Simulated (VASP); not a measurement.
Consider the following.

```
Rb
1.0
   -2.82500     2.82500     2.82500
    2.82500    -2.82500     2.82500
    2.82500     2.82500    -2.82500
Rb
1
Cartesian
  0.00000   0.00000   0.00000
```

These are PBE GGA, VASP's PBE PAW potentials (set 64) (plane waves; VASP) values and carry that method's errors. Settings: 300 eV cut-off, 8×8×8 Γ-centred mesh, Fermi-Dirac smearing of 0.14 eV, potentials Rb_sv.

Q: Estimate the energy per atom (σ→0), band gap (on the k-mesh) with the smallest direct gap where there is one.

A: 
| Item | Value |
|---|---|
| band gap (on the k-mesh) | none (metal, semimetal or under 0.01 eV) |
| energy per atom (σ→0) | -0.934 eV/atom |

Only differences to runs with the same potentials and settings are physical.

The structure is a typed Rb crystal. The cell was not relaxed at this level.
